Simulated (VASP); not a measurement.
Data:

```xyz
2
Lattice="0.0000 3.2276 3.2276 3.2276 0.0000 3.2276 3.2276 3.2276 0.0000" Properties=species:S:1:pos:R:3 pbc="T T T"
In     3.2276     0.0000     3.2276
Sb     1.6138     1.6138     1.6138
```

Computed with SCAN meta-GGA, VASP's PBE PAW potentials (set 64) (plane waves; VASP). Numerical set-up: 520 eV cut-off, 10×10×10 Γ-centred mesh, first-order Methfessel-Paxton smearing of 0.10 eV, potentials In_d Sb.

Task: The job: InSb (zinc blende), 2 atoms, SCAN, static run, 520 eV, 10×10×10 Γ-centred mesh. Roughly how much core time does it take on a busy server core?

Result: About 7 core-minutes (one run on a shared machine, a rough figure). It had 47 irreducible k-points, 13 bands, up to 1837 plane waves and 43 electronic steps.

The compound is InSb in the zinc blende structure. This cell is one point of a volume scan, at 0.97 of the reference volume.
